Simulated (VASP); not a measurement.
Method: MS2 meta-GGA, VASP's PBE PAW potentials (set 64) (plane waves; VASP).

VASP ran on this input.

### INCAR
```
SYSTEM = CoGa
PREC = Accurate; ENCUT = 520; LREAL = .False.
LASPH = .True.
EDIFF = 1E-7; NELM = 100; ALGO = Normal
LMAXMIX = 4; LMIXTAU = .True.
ISMEAR = 1; SIGMA = 0.1
METAGGA = MS2
ISIF = 2
LWAVE = .False.; LCHARG = .False.
```

POSCAR:
```
CoGa
1
    2.7758823911     0.0000000000     0.0000000000
    0.0000000000     2.7758823911     0.0000000000
    0.0000000000     0.0000000000     2.7758823911
Ga Co
1 1
Direct
  0.5000000000   0.5000000000   0.5000000000
  0.0000000000   0.0000000000   0.0000000000
```

KPOINTS:
```
Automatic mesh
0
G
 13 13 13
0 0 0
```

POTCAR, in this order: Ga_d Co (PBE.64 set). Program: vasp_std.

The resulting files:

OSZICAR:
```
       N       E                     dE             d eps       ncg     rms          rms(c)
DAV:   1     0.869698644831E+02    0.86970E+02   -0.10500E+04  2743   0.261E+03
DAV:   2    -0.209693385118E+02   -0.10794E+03   -0.10538E+03  2618   0.358E+02
DAV:   3    -0.260771653941E+02   -0.51078E+01   -0.50902E+01  2870   0.852E+01
DAV:   4    -0.261537997696E+02   -0.76634E-01   -0.76620E-01  3507   0.991E+00
DAV:   5    -0.261556612293E+02   -0.18615E-02   -0.18618E-02  3031   0.128E+00    0.221E+01
DAV:   6    -0.257490742292E+02    0.40659E+00   -0.14275E+02  2623   0.175E+02    0.291E+01
DAV:   7    -0.150083719277E+02    0.10741E+02   -0.33596E+01  2639   0.110E+02    0.558E+00
DAV:   8    -0.147119349534E+02    0.29644E+00   -0.32622E+00  3028   0.239E+01    0.236E+00
DAV:   9    -0.147364199232E+02   -0.24485E-01   -0.95679E-02  3225   0.504E+00    0.118E+00
DAV:  10    -0.147376241795E+02   -0.12043E-02   -0.12982E-02  3372   0.152E+00    0.394E-01
DAV:  11    -0.147367888530E+02    0.83533E-03   -0.11412E-02  2936   0.189E+00    0.834E-02
DAV:  12    -0.147366189935E+02    0.16986E-03   -0.95308E-04  2772   0.448E-01    0.483E-02
DAV:  13    -0.147371124129E+02   -0.49342E-03   -0.91918E-04  3033   0.400E-01    0.353E-02
DAV:  14    -0.147371904712E+02   -0.78058E-04   -0.10484E-04  2779   0.143E-01    0.240E-02
DAV:  15    -0.147371050051E+02    0.85466E-04   -0.76139E-05  2837   0.115E-01    0.113E-02
DAV:  16    -0.147371042931E+02    0.71197E-06   -0.10572E-05  3018   0.499E-02    0.597E-03
DAV:  17    -0.147371007918E+02    0.35013E-05   -0.23077E-06  2923   0.233E-02    0.176E-03
DAV:  18    -0.147371054214E+02   -0.46296E-05   -0.14734E-07  2042   0.556E-03    0.704E-04
DAV:  19    -0.147371069493E+02   -0.15278E-05   -0.83014E-08  1386   0.441E-03    0.342E-04
DAV:  20    -0.147371076477E+02   -0.69847E-06   -0.26047E-08  1379   0.260E-03    0.261E-04
DAV:  21    -0.147371075150E+02    0.13272E-06   -0.33293E-09  1309   0.850E-04    0.156E-04
DAV:  22    -0.147371073003E+02    0.21474E-06   -0.94969E-10  1309   0.382E-04    0.587E-05
DAV:  23    -0.147371070834E+02    0.21688E-06   -0.23144E-10  1288   0.201E-04    0.138E-05
DAV:  24    -0.147371070195E+02    0.63901E-07   -0.10771E-10  1302   0.122E-04
   1 F= -.14737107E+02 E0= -.14737118E+02  d E =0.342734E-04
```

**OUTCAR**
```
------------------------ aborting loop because EDIFF is reached ----------------------------------------
  FORCE on cell =-STRESS in cart. coord.  units (eV):
  Direction    XX          YY          ZZ          XY          YZ          ZX
  --------------------------------------------------------------------------------------
  Total        1.8552067      1.8552067      1.8552067     -0.0000000     -0.0000000     -0.0000000
  in kB      138.9631634    138.9631634    138.9631634     -0.0000000     -0.0000000     -0.0000000
  external PRESSURE =     138.9631634 kB  Pullay stress =       0.0000000 kB
  volume of cell :       21.39
      direct lattice vectors                 reciprocal lattice vectors
     2.775882391  0.000000000  0.000000000     0.360245810  0.000000000  0.000000000
     0.000000000  2.775882391  0.000000000     0.000000000  0.360245810  0.000000000
     0.000000000  0.000000000  2.775882391     0.000000000  0.000000000  0.360245810
 POSITION                                       TOTAL-FORCE (eV/Angst)
 -----------------------------------------------------------------------------------
      1.38794      1.38794      1.38794         0.000000      0.000000      0.000000
      0.00000      0.00000      0.00000         0.000000      0.000000      0.000000
 -----------------------------------------------------------------------------------
    total drift:                                0.000000      0.000000     -0.000000
  FREE ENERGIE OF THE ION-ELECTRON SYSTEM (eV)
  ---------------------------------------------------
  free  energy   TOTEN  =       -14.7371070195 eV

  energy  without entropy=      -14.7371412929  energy(sigma->0) =      -14.73711844
```
(Selected blocks of OUTCAR.)

The compound is CoGa in the CsCl type structure. This cell is one point of a volume scan, at 0.94 of the reference volume. The run is not spin-polarised, so no magnetic state was tried.
